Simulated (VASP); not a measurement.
All values below come from PBEsol GGA, VASP's PBE PAW potentials (set 64) (plane waves; VASP).

Input for VASP

### KPOINTS
```
Automatic mesh
0
Gamma
12 12 12
0 0 0
```

**POSCAR**
```
Pb
3.5023990
  0.0000000000   0.7071068471   0.7071068471
  0.7071068471   0.0000000000   0.7071068471
  0.7071068471   0.7071068471   0.0000000000
Pb
1
Direct
  0.0000000000   0.0000000000   0.0000000000
```

INCAR:
```
# general
SYSTEM  = Pb
PREC    = Accurate
ENCUT   = 480   # plane-wave cut-off (eV)
LREAL   = .FALSE.
LASPH   = .TRUE.   # aspherical one-centre terms

# electronic loop
EDIFF   = 1E-7
NELM    = 100   # most electronic steps
ALGO    = Normal   # blocked Davidson
LMAXMIX = 4   # l cut-off of mixed one-centre charges

# smearing
ISMEAR  = 1   # Methfessel-Paxton
SIGMA   = 0.1   # width (eV)

# functional
GGA     = PS   # PBEsol

# ions
ISIF    = 2

# output
LWAVE   = .FALSE.
LCHARG  = .FALSE.
```

POTCAR, in this order: Pb_d (PBE.64 set). Program: vasp_std.

Output

**OSZICAR**
```
       N       E                     dE             d eps       ncg     rms          rms(c)
DAV:   1     0.101322751290E+03    0.10132E+03   -0.71023E+03  1607   0.141E+03
DAV:   2     0.532887938922E+00   -0.10079E+03   -0.98756E+02  1632   0.322E+02
DAV:   3    -0.389036506224E+01   -0.44233E+01   -0.44025E+01  1877   0.779E+01
DAV:   4    -0.399578027216E+01   -0.10542E+00   -0.10538E+00  1973   0.135E+01
DAV:   5    -0.399971889865E+01   -0.39386E-02   -0.39385E-02  1941   0.221E+00    0.571E-01
DAV:   6    -0.398665248102E+01    0.13066E-01   -0.20238E-02  1924   0.275E+00    0.268E-01
DAV:   7    -0.398347892692E+01    0.31736E-02   -0.80645E-03  1878   0.161E+00    0.884E-02
DAV:   8    -0.398327766964E+01    0.20126E-03   -0.35225E-04  2269   0.383E-01    0.966E-03
DAV:   9    -0.398327537563E+01    0.22940E-05   -0.73430E-06  1925   0.552E-02    0.437E-03
DAV:  10    -0.398327514729E+01    0.22835E-06   -0.49688E-07  1785   0.779E-03    0.132E-04
DAV:  11    -0.398327512784E+01    0.19448E-07   -0.87289E-09   969   0.121E-03
   1 F= -.39832751E+01 E0= -.39830405E+01  d E =-.703881E-03
```

OUTCAR:
```
------------------------ aborting loop because EDIFF is reached ----------------------------------------
  FORCE on cell =-STRESS in cart. coord.  units (eV):
  Direction    XX          YY          ZZ          XY          YZ          ZX
  --------------------------------------------------------------------------------------
  Total       -0.0507911     -0.0507911     -0.0507911      0.0000000     -0.0000000      0.0000000
  in kB       -2.6786506     -2.6786506     -2.6786506      0.0000000     -0.0000000      0.0000000
  external PRESSURE =      -2.6786506 kB  Pullay stress =       0.0000000 kB
  volume of cell :       30.38
      direct lattice vectors                 reciprocal lattice vectors
     0.000000000  2.476570314  2.476570314    -0.201892107  0.201892107  0.201892107
     2.476570314  0.000000000  2.476570314     0.201892107 -0.201892107  0.201892107
     2.476570314  2.476570314  0.000000000     0.201892107  0.201892107 -0.201892107
 POSITION                                       TOTAL-FORCE (eV/Angst)
 -----------------------------------------------------------------------------------
      0.00000      0.00000      0.00000        -0.000000      0.000000     -0.000000
 -----------------------------------------------------------------------------------
    total drift:                               -0.000000     -0.000000     -0.000000
  FREE ENERGIE OF THE ION-ELECTRON SYSTEM (eV)
  ---------------------------------------------------
  free  energy   TOTEN  =        -3.9832751278 eV

  energy  without entropy=       -3.9825712470  energy(sigma->0) =       -3.98304050
```
(Selected blocks of OUTCAR.)

The compound is Pb in the fcc structure. This cell was strained or had an atom moved on purpose.
